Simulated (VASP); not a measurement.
Runs of VASP 6.6.1 on HgP. The cell holds a sheet with vacuum, 2 atoms: a = 3.674 Å, b = 3.674 Å, c = 23.800 Å, α = 90.00°, β = 90.00°, γ = 90.00°. The cell was built by a generator and needn't be a form met in nature.

| task | level | cell | smearing | atoms held fixed (from 0) | gap on the mesh (eV) | work function (eV) |
| --- | --- | --- | --- | --- | --- | --- |
| single point | PBE | as given | fermi-dirac 0.05 eV | - | none | 5.18 |
| work function | RPBE+D3 | as given | gaussian 0.1 eV | - | none | (a) |
| relaxation of the atoms | PBE+dDsC | atoms relaxed | gaussian 0.05 eV | [0] | none | - |
| work function | PBE | as given | gaussian 0.05 eV | - | none | 5.19 |

Alike in all rows: potentials or basis VASP PAW PBE potentials, release 64 (Hg, P); no spin polarisation; k mesh 7 × 7 × 1; cutoff (eV) 520.

Q: Estimate the missing entries.

A: (a) 5.07.

Caveats: the relaxation stopped at its first step, so nothing moved (some runs).

A k mesh can miss the band edges, and the runs leave out spin-orbit coupling on Hg.

A gap of «none» marks a metal or a gap under the smearing width.
